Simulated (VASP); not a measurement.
Here is the system:

```
CELL_PARAMETERS angstrom
      1.67522    -2.90158     0.00000
      1.67522     2.90158     0.00000
      0.00000     0.00000    16.90546
ATOMIC_POSITIONS crystal
  Mo 0.33333 0.66667 0.25000
  Mo 0.66667 0.33333 0.75000
  Se 0.33333 0.66667 0.84893
  Se 0.66667 0.33333 0.34893
  Se 0.66667 0.33333 0.15107
  Se 0.33333 0.66667 0.65107
```

All values below come from RPBE GGA, VASP's PBE PAW potentials (set 64) (plane waves; VASP). Settings: 520 eV cut-off, 9×9×2 Γ-centred mesh, tetrahedra with Blöchl corrections, potentials Mo_sv Se.

Without a dispersion term in the relaxation, distances and binding between the weakly bound layers, chains or molecules are unreliable, and so is what depends on them.

Question: Estimate the energy per atom (σ→0), band gap (on the k-mesh) with the smallest direct gap where there is one.

Answer: 
```yaml
band gap (on the k-mesh): 1.37 eV
smallest direct gap (on the k-mesh): 1.37 eV
energy per atom (σ→0): -6.260 eV/atom
```

The compound is MoSe2 in the 2H layered structure. It was relaxed first, which changed the volume by +36 %.
